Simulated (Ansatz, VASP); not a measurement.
# Cross-check of Si7Ge3 between VASP and Ansatz

Aim: how closely do two programs agree when they are given the same cell, functional and k mesh? Of the first pair: The structure shown is frame 43 of Ansatz's trajectory.

Main program and level: Ansatz 0.2.0; plane waves, with VASP 6.6.1 beside it; single point at PBE.

## Step 1: Starting point

The cell holds 120 atoms: 84 Si and 36 Ge. Cell: a = 13.770 Å, b = 13.770 Å, c = 13.770 Å, α = 90.0°, β = 90.0°, γ = 90.0°. As first built, before any earlier steps moved the atoms (in the runner's words): 120 atoms (84 Si, 36 Ge) placed at random at 3.16 g/cm^3, melted at 3500 K for 10 ps at fixed volume with the Tersoff potential (Tersoff, Phys. Rev. B 39, 5566 (1989)). Quenched from 3500 K to 700 K at 30 K/ps and fixed volume, held 5 ps, then minimised at fixed cell.

## Step 2: Ansatz: dynamics, PBE

Ansatz runs on its default PAW (the set named soft_2) files.

One frame of this run of dynamics is then solved in both programs, so the motion causes no difference.

input.yaml reads:

```yaml
crystal:
  lattice:
    - [13.7704, 0.0, 0.0]
    - [0.0, 13.7704, 0.0]
    - [0.0, 0.0, 13.7704]
  atoms:
    - { symbol: Si, position: [0.05453, 0.99024, 0.8669] }
    - { symbol: Si, position: [0.8206, 0.35062, 0.49745] }
    - { symbol: Si, position: [0.28681, 0.93604, 0.99205] }
    - { symbol: Si, position: [0.57568, 0.49871, 0.00953] }
    - { symbol: Si, position: [0.11395, 0.7668, 0.31196] }
    - { symbol: Si, position: [0.39453, 0.80701, 0.23299] }
    - { symbol: Si, position: [0.79742, 0.6096, 0.66827] }
    - { symbol: Si, position: [0.59475, 0.64174, 0.81831] }
    - { symbol: Si, position: [0.39476, 0.33071, 0.12464] }
    - { symbol: Si, position: [0.77474, 0.99572, 0.94819] }
    - { symbol: Si, position: [0.57478, 0.73165, 0.35605] }
    - { symbol: Si, position: [0.07029, 0.58068, 0.09918] }
    - { symbol: Si, position: [0.69948, 0.47392, 0.44733] }
    - { symbol: Si, position: [0.61767, 0.47204, 0.84732] }
    - { symbol: Si, position: [0.24771, 0.92747, 0.44703] }
    - { symbol: Si, position: [0.49417, 0.38127, 0.7687] }
    - { symbol: Si, position: [0.40837, 0.46259, 0.01841] }
    - { symbol: Si, position: [0.8941, 0.30031, 0.35029] }
    - { symbol: Si, position: [0.1932, 0.75691, 0.46554] }
    - { symbol: Si, position: [0.7514, 0.71645, 0.79013] }
    - { symbol: Si, position: [0.21972, 0.01771, 0.29319] }
    - { symbol: Si, position: [0.43996, 0.6254, 0.73888] }
    - { symbol: Si, position: [0.71642, 0.62652, 0.35173] }
    - { symbol: Si, position: [0.82577, 0.2947, 0.97556] }
    - { symbol: Si, position: [0.82534, 0.145, 0.87432] }
    - { symbol: Si, position: [0.84038, 0.17301, 0.11354] }
    - { symbol: Si, position: [0.48383, 0.12885, 0.30031] }
    - { symbol: Si, position: [0.22839, 0.85851, 0.22431] }
    - { symbol: Si, position: [0.87754, 0.87808, 0.02472] }
    - { symbol: Si, position: [0.3972, 0.99065, 0.50908] }
[... 84 atom lines left out ...]
    - { symbol: Ge, position: [0.57146, 0.3758, 0.38322] }
    - { symbol: Ge, position: [0.91634, 0.69978, 0.57313] }
    - { symbol: Ge, position: [0.43378, 0.90168, 0.66085] }
    - { symbol: Ge, position: [0.58645, 0.73672, 0.52836] }
    - { symbol: Ge, position: [0.10853, 0.23968, 0.56473] }
    - { symbol: Ge, position: [0.47512, 0.02936, 0.15726] }
kpoints:
  mp_grid: { grid: [1, 1, 1] }
hamiltonian:
  xc: pbe
scf:
  occupations: { method: fermi_dirac, width: 0.025 }
output:
  forces: true
  stress: true
md:
  timestep: 2.0
  n_steps: 130
  ensemble: nvt_langevin
  temperature: 300
  initial_velocities: maxwell_boltzmann
  seed: 4467
```

Run with:

```bash
ansatz run input.yaml --threads 4 --pin off --max-ram 15872MiB --backend cpu --events-out ev --progress --plain --runs-dir out
```

Numbers of over 12 decimals in the logs are rounded to 6 here.

Log:

```text
Warning: md: disabling space-group detection — thermal motion breaks the input geometry's symmetry, so no spatial operation reduces the k-mesh or symmetrises the density; time reversal is kept, so that k and −k are solved as one point where they differ and the mesh holds both, and exact exchange and, on two spinor components, a DFT+U term hold to it where the run has them: on two components no moment then forms, and  [...]
Warning: output.stress: scf.convergence.dr2_threshold = 1e-7 eV (the SCF's general default) is looser than the 1.08e-8 eV advised for a printed stress (1e-10 eV for each atom of the cell: 120, of which 108 are counted). What an SCF threshold leaves in a stress goes as its square root, and in the free energy as the threshold itself, and one threshold admits the most on a small cell: [figures from the program's tests c [...]
Engine: ansatz 0.2.0, aarch64-unknown-linux-gnu
Pseudopotentials: kind: paw
Pseudopotential: Si, paw, valence charge 4, recommended cutoff 420 eV (normal), Si.paw.azcp
Pseudopotential: Ge, paw, valence charge 14, recommended cutoff 420 eV (normal), Ge.paw.azcp
Functional definition: PBE
  parameter kappa = 0.804
  parameter beta = 0.066725
  exchange = pbe_x(kappa = kappa, mu = beta*pi^2/3)
  correlation = pbe_c(beta = beta)
Crystal: 120 atoms, lattice volume = 2611.197 Å³
Basis set: ecut = 420 eV, 50883 PW (Γ), exchange–correlation on 192×192×192 points (8 copies of the dense FFT grid, shifted against one another)
Bands: 540, of which v1, the nominal top of the filled ones, is band 420 counted from 1 (419 counted from 0)
Symmetry: 1 space group operations
k-points: 1
Non-local potential: Si, projectors of the file, l = 0: 2, l = 1: 2, l = 2: 2
Non-local potential: Ge, projectors of the file, l = 0: 2, l = 1: 2, l = 2: 3, l = 3: 1
PAW form: soft (Blöchl's): semilocal exchange-correlation on the pseudo side does not see the compensation charge
PAW one-centre angular grid: Si, 110 points (default); XC on 64 Gauss nodes
PAW one-centre angular grid: Ge, 590 points (default); XC on 64 Gauss nodes
Initial density: superposition of atomic densities (neutral atoms: chi_scale 0, normalization atom), corrected by the library's trained network
Initial wavefunctions: pseudopotential atomic-orbital guess
Functional: x = pbe(κ = 0.804, μ = 0.219515), c = pbe(β = 0.066725)
SCF iter   1: F=—  HF=-207995.922787 eV  |F-HF|=—  |Δ(HF+E_count)|=         —  Δρ=3.46e-3  dr2=9.74e-1  ethr=1.77e-3  ⟨swp⟩=6.0  Hψ=2184  notcnv=0  defer=30
preconditioner: auto → LDOS  [insulator: Δε(μ)=0.070 eV  Ē_g=7.554 eV  σ=0.025 eV  W_gap=0.60  n_scr=484 (ndim 8)  ℏωp=15.9 eV  f_vac=0.015  D(μ)=30.61/eV (n_scr^D=146)  ε∞_Penn≈5.4  β→1.0]
SCF iter   2: F=—  HF=-207995.833826 eV  |F-HF|=—  |Δ(HF+E_count)|=   8.90e-2  Δρ=1.80e-3  dr2=3.23e-1  ethr=1.16e-4  ⟨swp⟩=3.0  Hψ=795  notcnv=0  defer=104
SCF iter   3: F=—  HF=-207995.779071 eV  |F-HF|=—  |Δ(HF+E_count)|=   5.48e-2  Δρ=6.45e-4  dr2=4.67e-2  ethr=3.84e-5  ⟨swp⟩=3.0  Hψ=874  notcnv=0  defer=104
SCF iter   4: F=—  HF=-207995.772046 eV  |F-HF|=—  |Δ(HF+E_count)|=   7.03e-3  Δρ=2.63e-4  dr2=6.43e-3  ethr=5.56e-6  ⟨swp⟩=2.0  Hψ=847  notcnv=0  defer=104
SCF iter   5: F=—  HF=-207995.771391 eV  |F-HF|=—  |Δ(HF+E_count)|=   6.55e-4  Δρ=1.18e-4  dr2=1.24e-3  ethr=7.65e-7  ⟨swp⟩=2.0  Hψ=609  notcnv=0  defer=104
SCF iter   6: F=—  HF=-207995.771248 eV  |F-HF|=—  |Δ(HF+E_count)|=   1.43e-4  Δρ=4.71e-5  dr2=1.97e-4  ethr=1.47e-7  ⟨swp⟩=2.0  Hψ=644  notcnv=0  defer=104
SCF iter   7: F=—  HF=-207995.771217 eV  |F-HF|=—  |Δ(HF+E_count)|=   3.09e-5  Δρ=1.81e-5  dr2=2.56e-5  ethr=2.34e-8  ⟨swp⟩=2.0  Hψ=647  notcnv=0  defer=104
SCF iter   8: F=—  HF=-207995.771795 eV  |F-HF|=—  |Δ(HF+E_count)|=   5.79e-4  Δρ=7.48e-6  dr2=3.62e-6  ethr=3.05e-9  ⟨swp⟩=2.0  Hψ=751  notcnv=0  defer=104
SCF iter   9: F=—  HF=-207995.771795 eV  |F-HF|=—  |Δ(HF+E_count)|=   2.00e-8  Δρ=2.99e-6  dr2=5.88e-7  ethr=4.31e-10  ⟨swp⟩=2.0  Hψ=752  notcnv=0  defer=104
[...]
SCF iter   2: F=—  HF=-207994.504184 eV  |F-HF|=—  |Δ(HF+E_count)|=   1.67e-3  Δρ=4.58e-4  dr2=2.82e-2  ethr=2.28e-6  ⟨swp⟩=2.0  Hψ=776  notcnv=0
SCF iter   3: F=—  HF=-207994.498501 eV  |F-HF|=—  |Δ(HF+E_count)|=   5.68e-3  Δρ=1.03e-4  dr2=1.16e-3  ethr=2.28e-6  ⟨swp⟩=2.0  Hψ=718  notcnv=0
SCF iter   4: F=—  HF=-207994.498327 eV  |F-HF|=—  |Δ(HF+E_count)|=   1.74e-4  Δρ=3.35e-5  dr2=1.12e-4  ethr=1.38e-7  ⟨swp⟩=2.0  Hψ=748  notcnv=0
SCF iter   5: F=—  HF=-207994.498340 eV  |F-HF|=—  |Δ(HF+E_count)|=   1.26e-5  Δρ=9.16e-6  dr2=5.43e-6  ethr=1.34e-8  ⟨swp⟩=2.0  Hψ=749  notcnv=0
SCF iter   6: F=—  HF=-207994.499257 eV  |F-HF|=—  |Δ(HF+E_count)|=   9.18e-4  Δρ=4.48e-6  dr2=1.01e-6  ethr=6.47e-10  ⟨swp⟩=2.0  Hψ=909  notcnv=0
SCF iter   7: F=—  HF=-207994.499257 eV  |F-HF|=—  |Δ(HF+E_count)|=   3.77e-8  Δρ=2.07e-6  dr2=2.50e-7  ethr=1.21e-10  ⟨swp⟩=2.0  Hψ=920  notcnv=0
SCF iter   8: F=-207994.499257 eV  HF=-207994.499257 eV  |F-HF|=4.72e-8  |Δ(HF+E_count)|=   2.44e-9  Δρ=8.60e-7  dr2=6.04e-8  ethr=1.19e-11  ⟨swp⟩=4.0  Hψ=1386  notcnv=0
SCF 131 converged in 8 iterations: F = -207994.499257 eV  dr2 = 6.04e-8
md step   130: t =   260.00 fs  T =   296.3 K  F+E_penalty+E_count = -207994.49925737 eV  E_kin = 4.595833 eV  P_inst = -0.3325 GPa  (8 SCF iters)
SCF converged after 8 iterations
Free energy (F): -207994.499257 eV
Harris-Foulkes:  -207994.499257 eV  (|F-HF|=4.72e-8)
Internal energy: -207994.468048 eV  (E = F + TS)
E sigma→0 (E₀):  -207994.483653 eV
Entropy (-TS):   -0.031209 eV (-0.260 meV/atom)
Fermi energy:    6.547264 eV
--- Per-component energies (eV) ---
  E_band       = -5767.372856
  E_kinetic    = 7311.408769
  E_local      = -115851.808683  (includes V_loc(G=0)·N_el)
  E_nonlocal   = 17205.721679
  E_hartree    = 51589.646481
  E_xc         = -7320.791509
  E_vxc        = -6203.283136  (∫ρ·V_xc dr)
  E_paw        = -115745.129974  (= ΣΔE_a)
  E_vpaw       = -11408.727316  (= ΣTr[D̂ρ^β])
  E_aug_tail   = 0.011656  (compensation charges beyond the density's cutoff)
  E_ewald      = -45183.526467
  E_smearing   = -0.031209  (= −TS)
  E_closure    = 0.000000  (closes the sum)
  Σ components = -207994.499257   (vs F -207994.499257, Δ=0.00e0)
--- Forces (eV/Å), atoms counted from 1 ---
  atom   1  Si     0.38360721    -0.42845521    -0.09024848
  atom   2  Si    -0.30818838     0.22027417    -0.26719206
  atom   3  Si     0.33329140    -0.27897367     0.49712403
  atom   4  Si    -0.60031854     0.46069766     0.02597674
  atom   5  Si     0.59985958    -0.25192782     0.35639506
  atom   6  Si     1.01456114     0.02002227     0.08269115
  atom   7  Si     0.19669328    -0.15181259     0.11532729
  atom   8  Si     1.02367338    -0.05215166     0.81594448
  atom   9  Si    -0.15630371     0.26963840    -0.35067452
  atom  10  Si    -0.67900686    -0.19086885    -0.23641663
  atom  11  Si    -0.28420963    -0.30866343     0.04634432
  atom  12  Si    -0.19266455    -0.24039391    -0.68456234
  atom  13  Si     0.40157530    -0.72828513     0.74899793
  atom  14  Si    -0.14605774     0.69988598    -0.12920433
  atom  15  Si     0.22581120     0.98993562     0.08668100
  atom  16  Si    -0.38737478     0.06790363    -0.23088583
  atom  17  Si     0.26824619    -0.40642593    -0.03179773
  atom  18  Si    -0.16597097    -0.11268298    -0.07108704
  atom  19  Si     0.50816183    -0.46164957    -1.07891509
  atom  20  Si    -0.03627632    -0.27695793     0.16158239
  atom  21  Si     0.69804300    -1.26010413     0.14127822
  atom  22  Si    -0.54669138     0.58248593    -0.75512470
  atom  23  Si     0.00240720     0.94406277    -0.57074906
  atom  24  Si     0.90373958    -0.64852764    -0.29789758
[...]
atom 113  Ge    -0.08409416    -0.28815188     0.32231955
  atom 114  Ge    -0.33913726    -1.06788213     0.19980401
  atom 115  Ge    -0.43130914     0.00409667    -0.07174636
  atom 116  Ge    -0.57744868    -0.35667202    -0.59987214
  atom 117  Ge     0.16618906     0.51735319     0.19233397
  atom 118  Ge    -0.24088004     0.06807882    -0.11271618
  atom 119  Ge    -0.04502247     0.90234015    -0.00211610
  atom 120  Ge     0.68759026     0.15158654     0.10835180
  max |Σ_I F_I| component: 4.13e-5 eV/Å
--- Stress (GPa, compression-positive) ---
       -2.102504      -0.927179      -0.190339
       -0.927179      -0.039943       0.313751
       -0.190339       0.313751       0.580944
  P = ⅓ Tr σ = -0.5205 GPa (-5.205 kbar)
--- MD trajectory: 130 steps, t = 0.0 → 260.0 fs ---
  final state: T = 296.3 K   F+E_penalty+E_count = -207994.49925737 eV   E_kin = 4.595833 eV
```

In the SCF lines HF is the Harris–Foulkes energy and dr2 the Hartree energy of the density residual, in eV; the loop may stop once dr2 is under the threshold and the program's other checks hold. Hψ counts applications of the Hamiltonian.

## Step 3: VASP: single point, PBE, pair 1

The same cell, functional, mesh and smearing now go to VASP, with its own data sets.

Lines of VASP's logs that name or quote its potential files are left out, and so is its time.

INCAR reads:

```
SYSTEM = Si7Ge3
PREC = Accurate
ENCUT = 410
EDIFF = 1E-06
NELM = 120
ISMEAR = -1
SIGMA = 0.025
LREAL = Auto
ALGO = Normal
GGA = PE
NBANDS = 512
LORBIT = 11
LWAVE = .FALSE.
LCHARG = .FALSE.
ISIF = 2
LASPH = .TRUE.
GGA_COMPAT = .FALSE.
EFERMI = MIDGAP
NCORE = 4
```

POSCAR reads:

```
Si7Ge3
1.0
   13.7704000000      0.0000000000      0.0000000000
    0.0000000000     13.7704000000      0.0000000000
    0.0000000000      0.0000000000     13.7704000000
Si Ge
84 36
Direct
    0.0535278569      0.9847426364      0.8751597630
    0.8224379829      0.3554145123      0.5041102655
    0.2890693081      0.9263637948      0.9749462615
    0.5719732179      0.5021568001      0.0067536165
    0.1209841399      0.7684671469      0.2976674606
    0.4026898275      0.8096061117      0.2339147737
    0.7892218091      0.6002076919      0.6666109917
    0.5875137977      0.6379698484      0.8231859641
    0.4017022018      0.3323578110      0.1252904781
    0.7682420264      0.0018881078      0.9636902341
    0.5793150526      0.7173284727      0.3608609772
    0.0596569453      0.5843984198      0.1006070993
    0.7007276477      0.4708432580      0.4409457968
    0.6038459304      0.4649320281      0.8462136176
    0.2602538779      0.9257610527      0.4613300993
    0.4878943241      0.3766121536      0.7536237146
    0.4042003137      0.4541915994      0.0121782955
    0.8940553651      0.3038038111      0.3565473770
    0.1921948527      0.7632603265      0.4634215419
    0.7496005926      0.7173575205      0.7805946087
    0.2206181375      0.0112415035      0.3147984082
    0.4362908848      0.6313759949      0.7387512345
    0.7189841980      0.6205266368      0.3462499274
    0.8161999651      0.3003325975      0.9782940220
    0.8161709173      0.1437431011      0.8761836984
    0.8286179051      0.1668578981      0.1208171150
    0.4801022483      0.1281371638      0.2936661244
    0.2364782432      0.8676944751      0.2162972753
    0.8805045605      0.8899523616      0.0281328066
    0.4110628595      0.9921062569      0.5272323244
[... 84 atom lines left out ...]
    0.5692499855      0.3763870331      0.3726979608
    0.9050572242      0.6972636960      0.5734619183
    0.4258554581      0.8986303956      0.6709100680
    0.5857636670      0.7368340789      0.5362371463
    0.1041000988      0.2407337477      0.5654374601
    0.4689696741      0.0235723000      0.1439101261
```

KPOINTS reads:

```
Automatic mesh
0
Gamma
1 1 1
0 0 0
```

The projector-augmented-wave data sets are Si and Ge_d (PBE family, release 64).

Run with:

```bash
mpirun -np 16 vasp_gam
```

Log:

```text
[banner, memory and clock lines left out]
running   16 mpi-ranks, on    1 nodes
[...]
LDA part: xc-table for (Slater+PW92), standard interpolation
 POSCAR, INCAR and KPOINTS ok, starting setup
[...]
entering main loop
       N       E                     dE             d eps       ncg     rms          rms(c)
DAV:   1     0.151101034432E+05    0.15110E+05   -0.26717E+05  1192   0.294E+03
DAV:   2     0.280496463856E+04   -0.12305E+05   -0.11922E+05  1024   0.787E+02
DAV:   3    -0.131969659092E+03   -0.29369E+04   -0.27495E+04  1160   0.242E+02
DAV:   4    -0.568892714944E+03   -0.43692E+03   -0.41327E+03  1280   0.956E+01
[...]
DAV:  17    -0.584964236761E+03   -0.16450E-04   -0.51511E-05  1216   0.202E-02    0.489E-03
DAV:  18    -0.584964239021E+03   -0.22598E-05   -0.73574E-06  1104   0.156E-02    0.246E-03
DAV:  19    -0.584964239566E+03   -0.54525E-06   -0.30527E-06   840   0.670E-03
   1 F= -.58496424E+03 E0= -.58491917E+03  d E =-.901439E-01
```

Parts of OUTCAR (step 3):

```text
  FREE ENERGIE OF THE ION-ELECTRON SYSTEM (eV)
  ---------------------------------------------------
  free  energy   TOTEN  =      -584.9642395664 eV

  energy  without entropy=     -584.8740956328  energy(sigma->0) =     -584.91916760
```

The run ends at a pressure of -0.86 GPa, with forces up to 1.5 eV/Å.

## Step 4: Side by side

Known differences besides the potentials themselves: the cutoff is 420 eV in Ansatz and 410 eV in VASP (PREC = Accurate, projectors in real space). Total energies have different zeros and are not compared.

Forces on 10 of the 120 atoms, those with the largest forces and the largest differences (eV/Å; atoms numbered as in POSCAR):

```csv
atom,"Ansatz x, y, z","VASP x, y, z"
Si3,"0.746, 0.107, 1.065","0.741, 0.110, 1.065"
Si5,"0.568, 0.700, 0.973","0.569, 0.696, 0.973"
Si52,"-0.006, 0.139, 1.278","-0.007, 0.138, 1.276"
Si62,"-0.732, -1.142, 0.261","-0.734, -1.139, 0.261"
Si69,"1.386, 0.599, -0.150","1.382, 0.592, -0.153"
Si80,"1.149, -0.299, 0.807","1.142, -0.296, 0.806"
Si84,"0.585, -0.306, 1.120","0.586, -0.304, 1.114"
Ge91,"-1.060, -0.452, -0.071","-1.057, -0.445, -0.068"
Ge93,"-0.355, -0.198, -0.872","-0.349, -0.193, -0.867"
Ge108,"-0.485, 0.601, -0.940","-0.469, 0.601, -0.932"
```

The forces differ by 3.2 meV/Å r.m.s., which is 0.7 % of the r.m.s. force of 0.450 eV/Å (both taken over all components).

## Step 5: Ansatz: dynamics, PBE

One frame of this run of dynamics is then solved in both programs, so the motion causes no difference.

The structure compared here is frame 87 of Ansatz's trajectory.

input.yaml is that of step 2.

Run with:

```bash
ansatz run input.yaml --threads 4 --pin off --max-ram 15872MiB --backend cpu --events-out ev --progress --plain --runs-dir out
```

Log:

```text
[...]
Crystal: 120 atoms, lattice volume = 2611.197 Å³
Basis set: ecut = 420 eV, 50883 PW (Γ), exchange–correlation on 192×192×192 points (8 copies of the dense FFT grid, shifted against one another)
Bands: 540, of which v1, the nominal top of the filled ones, is band 420 counted from 1 (419 counted from 0)
Symmetry: 1 space group operations
k-points: 1
[...]
atom 119  Ge    -0.04502247     0.90234015    -0.00211610
  atom 120  Ge     0.68759026     0.15158654     0.10835180
  max |Σ_I F_I| component: 4.13e-5 eV/Å
--- Stress (GPa, compression-positive) ---
       -2.102504      -0.927179      -0.190339
       -0.927179      -0.039943       0.313751
       -0.190339       0.313751       0.580944
  P = ⅓ Tr σ = -0.5205 GPa (-5.205 kbar)
--- MD trajectory: 130 steps, t = 0.0 → 260.0 fs ---
[...]
[key lines of the parts left out:]
SCF converged after 8 iterations
Free energy (F): -207994.499257 eV
Fermi energy:    6.547264 eV
```

(Part 1 of 2 ends here.)

[Lines on the potential files, build, host, timing and source positions are cut from VASP's logs without a mark.]

[Logs are printed without paths, hosts, clocks, repeated set-up lines and the standing remarks that a program may print on its own settings, such as how far it seeks lower states.]

[Hosts, paths, dates, database ids (printed as entryN), source tags and the programs' standing remarks are cut or masked in the printed files.]
